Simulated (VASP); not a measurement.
Data:

```
CELL_PARAMETERS angstrom
      0.00000     2.96073     2.96073
      2.96073     0.00000     2.96073
      2.96073     2.96073     0.00000
ATOMIC_POSITIONS crystal
  Al 0.25000 0.25000 0.25000
  Al 0.75000 0.75000 0.75000
  Pt 0.00000 0.00000 0.00000
```

Level of theory: optB86b-vdW, VASP's PBE PAW potentials (set 64) (plane waves; VASP 6.6.1). Settings: 520 eV cut-off, 9×9×9 Γ-centred mesh, first-order Methfessel-Paxton smearing of 0.10 eV, potentials Al Pt.

Unless said otherwise, spin-orbit coupling is left out, though it shifts the bands of the heavy elements here.

Problem. Estimate the energy per atom (σ→0), band gap (on the k-mesh) with the smallest direct gap where there is one.

Solution. 
The band gap (on the k-mesh) is none (metal, semimetal or under 0.01 eV) and the energy per atom (σ→0) is -3.831 eV/atom.

Only differences to runs with the same potentials and settings are physical.

The compound is PtAl2 in the fluorite structure. It was relaxed first.
